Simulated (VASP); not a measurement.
An input for Ansatz (written as the equivalent of a VASP run, and not itself run):

Ansatz 0.2 input:
```yaml
crystal:
  lattice:
    - [11.2560300, 0.0000000, 0.0000000]
    - [0.0000000, 3.7871900, 0.0000000]
    - [0.0000000, 0.0000000, 4.6643600]
  atoms:
    - { symbol: Ge, position: [0.1291000, 0.2500000, 0.1190000] }
    - { symbol: Ge, position: [0.8709000, 0.7500000, 0.8810000] }
    - { symbol: Ge, position: [0.3709000, 0.7500000, 0.6190000] }
    - { symbol: Ge, position: [0.6291000, 0.2500000, 0.3810000] }
    - { symbol: Se, position: [0.8492800, 0.2500000, 0.5154700] }
    - { symbol: Se, position: [0.1507200, 0.7500000, 0.4845300] }
    - { symbol: Se, position: [0.6507200, 0.7500000, 0.0154700] }
    - { symbol: Se, position: [0.3492800, 0.2500000, 0.9845300] }
kpoints:
  mp_grid: { grid: [1, 3, 2] }
hamiltonian:
  xc: pbe
  pseudopotentials: { kind: paw }
scf:
  occupations: { method: gaussian, width: 0.01 }
  max_iter: 100
output: { forces: true, stress: true, eigenvalues: true }
```

Q: Write the VASP files for the same calculation (PBE).

A: Several could match; the one computed here: 
**POSCAR**
```
GeSe
1
   11.2560300000     0.0000000000     0.0000000000
    0.0000000000     3.7871900000     0.0000000000
    0.0000000000     0.0000000000     4.6643600000
Ge Se
4 4
Direct
  0.1291000000   0.2500000000   0.1190000000
  0.8709000000   0.7500000000   0.8810000000
  0.3709000000   0.7500000000   0.6190000000
  0.6291000000   0.2500000000   0.3810000000
  0.8492800000   0.2500000000   0.5154700000
  0.1507200000   0.7500000000   0.4845300000
  0.6507200000   0.7500000000   0.0154700000
  0.3492800000   0.2500000000   0.9845300000
```

**INCAR**
```
! general
SYSTEM   =  GeSe
PREC     =  Accurate
ENCUT    =  300
LREAL    =  F
LASPH    =  T

! electronic loop
EDIFF    =  1E-6
NELM     =  100
ALGO     =  Normal
LMAXMIX  =  4

! smearing
ISMEAR   =  0
SIGMA    =  0.01

! functional
GGA      =  PE

! ions
ISIF     =  2

! output
LWAVE    =  F
LCHARG   =  F
```

**KPOINTS**
```
K-points
0
gamma
 1 3 2
```

POTCAR, in this order: Ge_d Se (PBE.64 set). Program: vasp_std.

The two are equivalent in intent, not identical: each code has its own PAW files, so the cut-off isn't converted (ENCUT is set for VASP's; basis.ecutwfc is left out, and Ansatz then takes the one that its files recommend); Ansatz stops its SCF on the density residual and VASP on the energy change (EDIFF).

The structure comes from a computed database's GeSe entry; how it stands against other phases isn't given here. The cell was not relaxed at this level. The k-mesh is coarse (spacing up to 0.67 per Å, 2π included), so the numbers may not be converged in it. The run is one of a series of settings (KPOINTS 1×3×2 Γ-centred mesh against the base run), some of them coarse on purpose.
